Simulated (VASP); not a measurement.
Input:

```yaml
crystal:
  lattice:
    - [0.00000, 2.41642, 2.41642]
    - [2.41642, 0.00000, 2.41642]
    - [2.41642, 2.41642, 0.00000]
  atoms:
    - { symbol: B, position: [0.00000, 0.00000, 0.00000] }
    - { symbol: As, position: [0.25000, 0.25000, 0.25000] }
```

These are revTPSS meta-GGA, VASP's PBE PAW potentials (set 64) (plane waves; VASP) values and carry that method's errors. Settings: 520 eV cut-off, 10×10×10 Γ-centred mesh, Gaussian smearing of 0.050 eV, potentials B As.

**Question.** Estimate the energy per atom (σ→0), pressure.

**Answer.** 
```yaml
energy per atom (σ→0): -2.755 eV/atom
pressure: -38.1 kbar
```

The compound is BAs in the zinc blende structure. This cell is one point of a volume scan, at 1.03 of the reference volume.
